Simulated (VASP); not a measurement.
Al₃Sc (L1_2) is relaxed at rising pressure, each step from the one before. Symmetry mostly holds the structure type, and other phases were not tried. The mesh follows the cell, and a change of mesh leaves a small step in the series.

Data:

```yaml
crystal:
  lattice:
    - [4.03442, 0.00000, 0.00000]
    - [0.00000, 4.03442, 0.00000]
    - [0.00000, 0.00000, 4.03442]
  atoms:
    - { symbol: Sc, position: [0.00000, 0.00000, 0.00000] }
    - { symbol: Al, position: [0.00000, 0.50000, 0.50000] }
    - { symbol: Al, position: [0.50000, 0.00000, 0.50000] }
    - { symbol: Al, position: [0.50000, 0.50000, 0.00000] }
```

Level of theory: LDA (Ceperley-Alder, Perdew-Zunger), VASP's LDA PAW potentials (set 64) (plane waves; VASP). Run with 500 eV cut-off, 8×8×8 Γ-centred mesh, first-order Methfessel-Paxton smearing of 0.10 eV, potentials Sc_sv Al.

```tsv
P (GPa)	V (Å³/atom)	H − H(0) (eV/atom)	space group	gap on the mesh (eV)	k-mesh
0	16.42	0.000	Pm-3m	0.00	8×8×8
5	[?]	[?]	Pm-3m	0.00	8×8×8
10	15.06	0.979	Pm-3m	0.00	8×8×8
20	14.11	1.888	Pm-3m	0.00	8×8×8
30	13.38	2.744	Pm-3m	0.00	8×8×8
45	[?]	[?]	Pm-3m	0.00	8×8×8
```

What belongs in the gaps?

- 45, V (Å³/atom): 12.52
- 45, H − H(0) (eV/atom): 3.954
- 5, V (Å³/atom): 15.66
- 5, H − H(0) (eV/atom): 0.500

Pressures at which the relaxation failed are left out.

The compound is Al3Sc in the L1_2 structure.
